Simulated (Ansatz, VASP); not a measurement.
## TaAl3: VASP beside Ansatz

```
Ta Al
1.0
    -1.89800    1.89800    4.21995
     1.89800   -1.89800    4.21995
     1.89800    1.89800   -4.21995
Ta Al
1 3
Direct
  0.50000 0.50000 0.00000
  0.00000 0.00000 0.00000
  0.75000 0.25000 0.50000
  0.25000 0.75000 0.50000
```

Alike in both runs: functional LDA; k mesh 16 × 16 × 16; occupations gaussian, width 0.1 eV; no spin polarisation.

Ansatz relaxed the structure, and its values are those at the end. VASP's run is a single point on that final structure, the one shown.

|  | VASP | Ansatz |
| --- | --- | --- |
| version | VASP 6.6.1 | Ansatz 0.2.0 |
| potentials or method | VASP PAW LDA potentials, release 64 (Ta_pv, Al) | scalar-relativistic, plane waves, PAW |
| plane-wave cutoff (eV) | 520 | 420 |
| valence electrons in the cell | 20 | 22 |

VASP gave:

- gap on the k mesh at the Fermi level (eV): none
- pressure (GPa): 0.4

**Question.** Estimate Ansatz's values.

**Answer.** gap on the k mesh at the Fermi level (eV): none; pressure (GPa): 0.0.

A gap of «none» marks a metal or a gap that the smearing closes. The two sets of potentials don't hold the same shells in valence.

The runs have no spin-orbit coupling, so splittings on Ta are missing.
